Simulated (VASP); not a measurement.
**Au: stress against strain**

Au (fcc, Fm-3m, 17.552 Å³/atom and stress up to 0.18 GPa in the relaxed cell, cube axes along x, y and z) under an equal strain ε along x and y, with z held. r2SCAN in VASP (plane waves, PAW), 480 eV, 18×18×18 Γ-centred mesh, Methfessel-Paxton smearing 0.10 eV. Stress is positive for a compressed cell.

Here s stands for strain and y for stress xx.

| strain (%) | stress xx (GPa) |
|---|---|
| -3.00 | ? |
| -1.50 | 5.55 |
| -1.00 | 3.65 |
| -0.50 | 1.86 |
| 0.00 | 0.18 |
| 0.50 | -1.41 |
| 1.00 | -2.89 |
| 1.50 | -4.26 |

Fit y against s with a straight line, and predict the withheld value at s = -3.00.

Means: s 0, y 0.383. About the means, the sum of products is -22.890 and the sum of squares of s is 7.0000; the slope is their ratio. Least squares gives y = 0.383 - 3.2700·s. Residuals (row less fit): 0.262, -0.003, -0.158, -0.203, -0.158, -0.003, 0.262; standard error 0.214 (degrees of freedom: 5). The slope gives the elastic constants C11 + C12 = about 330 GPa. At the withheld row, y = 0.383 - 3.2700 × (-3.0) = 10.193 GPa. The calculation gives 12.00 GPa, 1.807 GPa above the prediction (11.1 % of the range of y in the table). The row lies outside the fitted rows, so this is an extrapolation. From the scatter of the fitted rows alone, a prediction at this place has a standard error of 0.333 GPa, so the miss is 5.4 times that.

A polynomial of degree 2 through the 12 other runs of the series gives 11.90 there, so most of the miss is curvature that the fit leaves out. In a metal these values are sensitive to mesh and smearing; energies are taken to zero smearing, stresses follow the free energy. Spin-orbit coupling is left out, which can shift these values for the heavy elements here. Rows are the converged runs of the series near zero and its far end, less any whose ions stayed unrelaxed beside relaxed ones; series whose fitted rows scatter by over a few per cent of the range, as at a crossing or softening among them, aren't shown in this form. Most that stay on the fit to the last digits aren't either.
